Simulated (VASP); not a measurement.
Here is the system:

```
CoTi
1.0
    2.96874     0.00000     0.00000
    0.00000     2.96874     0.00000
    0.00000     0.00000     2.96874
Ti Co
1 1
Direct
  0.00000   0.00000   0.00000
  0.50000   0.50000   0.50000
```

All values below come from PBE GGA, VASP's PBE PAW potentials (set 64) (plane waves; VASP). Numerical set-up: 500 eV cut-off, 12×12×12 Γ-centred mesh, first-order Methfessel-Paxton smearing of 0.10 eV, potentials Ti_sv Co.

Energy and stress use the plane-wave basis of the starting cell.

The ions, cell shape and volume at an external pressure of 5.0 GPa are relaxed. Predict the relaxed structure.

```
CoTi
1.0
    2.94257     0.00000     0.00000
    0.00000     2.94257     0.00000
    0.00000     0.00000     2.94257
Ti Co
1 1
Direct
  0.00000   0.00000   0.00000
  0.50000   0.50000   0.50000
```
Space group Pm-3m (221), at a tolerance of 0.03 Å.

How do energy and volume change from the first to the last step?

The energy (σ→0) changes by +5.2 meV/atom and the volume by -2.6 %, in 3 ionic steps.

The compound is TiCo in the CsCl type structure. This run relaxes it under an external pressure of 5 GPa. Symmetry was kept, so distortions that lower it aren't found. The run is not spin-polarised, so no magnetic state was tried. The electron count is odd and the run is not spin-polarised, which forces a metal.
